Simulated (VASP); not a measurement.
Input:

```xyz
2
Lattice="0.0000 2.8567 2.8567 2.8567 0.0000 2.8567 2.8567 2.8567 0.0000" Properties=species:S:1:pos:R:3 pbc="T T T"
Na     0.0000     0.0000     0.0000
Cl     2.8567     2.8567     2.8567
```

Level of theory: LDA (Ceperley-Alder, Perdew-Zunger), VASP's LDA PAW potentials (set 64) (plane waves; VASP 6.6.1). Settings: 300 eV cut-off, 10×10×10 Γ-centred mesh, Gaussian smearing of 0.010 eV, potentials Na_pv Cl.

At this cut-off the stress carries a Pulay error, which pulls relaxed volumes low.

Q: Predict the energy per atom (σ→0), pressure, band gap (on the k-mesh) with the smallest direct gap where there is one.

A: 
```
Property                                     Result
-----------------------------------  --------------
band gap (on the k-mesh)                    4.56 eV
smallest direct gap (on the k-mesh)         4.56 eV
energy per atom (σ→0)                -3.662 eV/atom
pressure                                  -3.36 GPa
```

The structure comes from a computed database's NaCl entry; how it stands against other phases isn't given here. The cell was not relaxed at this level.
